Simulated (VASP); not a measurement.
An input for Quantum ESPRESSO's pw.x (written as the equivalent of a VASP run, and not itself run):

```
&CONTROL
  calculation = 'vc-relax'
  pseudo_dir = './pseudo'
  outdir = './out'
  tprnfor = .true.
  tstress = .true.
  nstep = 30
  forc_conv_thr = 0.00039
/
&SYSTEM
  ibrav = 0
  nat = 6
  ntyp = 2
  ecutwfc = 84
  occupations = 'smearing'
  smearing = 'gaussian'
  degauss = 0.003675
  input_dft = 'pz'
/
&ELECTRONS
  conv_thr = 7.3e-09
  electron_maxstep = 100
/
&IONS
/
&CELL
  cell_dofree = 'shape'
/
ATOMIC_SPECIES
  Si 28.085 Si.upf
  O 15.999 O.upf
CELL_PARAMETERS angstrom
     4.0719430    0.0000000    0.0000000
     0.0000000    4.0719430    0.0000000
     0.0000000    0.0000000    2.6111273
ATOMIC_POSITIONS crystal
  Si   0.0000000  0.0000000  0.0000000
  Si   0.5000000  0.5000000  0.5000000
  O    0.3053901  0.3053901  0.0000000
  O    0.8053901  0.1946099  0.5000000
  O    0.1946099  0.8053901  0.5000000
  O    0.6946099  0.6946099  0.0000000
K_POINTS automatic
  5 5 8 0 0 0
```

**Question.** Write the VASP files for the same calculation (LDA).

**Answer.** This is not unique; one that fits is 
### POSCAR
```
SiO2
1
    4.0719430360     0.0000000000     0.0000000000
    0.0000000000     4.0719430360     0.0000000000
    0.0000000000     0.0000000000     2.6111272684
Si O
2 4
Direct
  0.0000000000   0.0000000000   0.0000000000
  0.5000000000   0.5000000000   0.5000000000
  0.3053900631   0.3053900631   0.0000000000
  0.8053900631   0.1946099369   0.5000000000
  0.1946099369   0.8053900631   0.5000000000
  0.6946099369   0.6946099369   0.0000000000
```

### KPOINTS
```
Automatic mesh
0
Gamma
5 5 8
0 0 0
```

INCAR:
```
SYSTEM = SiO2
PREC = Accurate
ENCUT = 520
EDIFF = 1E-7
NELM = 100
ALGO = Normal
LREAL = .FALSE.
LASPH = .TRUE.
ISMEAR = 0
SIGMA = 0.05
LWAVE = .FALSE.
LCHARG = .FALSE.
ISIF = 4
IBRION = 2
NSW = 30
EDIFFG = -0.01
```

POTCAR, in this order: Si O (LDA.64 set). Program: vasp_std.

Limits of the translation: the potentials are each code's own (VASP's PAW set, PseudoDojo norm-conserving files in pw.x), so ENCUT and ecutwfc are chosen apart and not converted; conv_thr bounds pw.x's estimated SCF error, while EDIFF bounds the energy change between steps; forc_conv_thr acts on force components and is met together with etot_conv_thr.

The compound is SiO2 in the rutile structure, stishovite, a high-pressure form. This cell is one point of a volume scan, at 0.94 of the reference volume. Symmetry was kept, so distortions that lower it aren't found.
